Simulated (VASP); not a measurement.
Hf, 2 atoms in the cell. It takes space group P6_3/mmc (No. 194, hexagonal). The conventional cell has a = 3.197 Å, b = 3.197 Å, c = 5.058 Å, α = 90.00°, β = 90.00°, γ = 120.00°. Hf (site symmetry -6m2) is surrounded by 12 Hf at 3.13 to 3.20 Å. 

| Property | Result |
| --- | --- |
| Program | VASP 6.6.1 |
| Task | relaxation of cell and atoms |
| Functional | r2SCAN |
| Potentials or basis | VASP PAW PBE potentials, release 64 (Hf_pv) |
| Cutoff | 600 eV |
| k mesh | 15 × 15 × 7 |
| Occupations | methfessel-paxton, width 0.1 eV |
| Spin | no spin polarisation |
| Further INCAR settings | ALGO = Normal; EDIFF = 1e-06; IBRION = 2; EDIFFG = -0.01; NSW = 90; ISIF = 3 |

Potentials or basis: VASP PAW PBE potentials, release 64 (Hf_pv).

Run with:

```bash
$ cat potpaw_PBE.64/Hf_pv/POTCAR > POTCAR
$ mpirun -np 2 vasp_std > vasp.out
```

Hardware: 2 MPI ranks on Intel(R) Xeon(R) Platinum 8375C CPU @ 2.90GHz (Ice Lake), on a shared host.

Question: Estimate the wall time of this run.

Answer: Wall time 8.9 min on 2 MPI ranks on Intel(R) Xeon(R) Platinum 8375C CPU @ 2.90GHz (Ice Lake) (shared host), peak memory 0.24 GiB a rank. Counts: scf iterations 71, k points 108, ion steps 7.
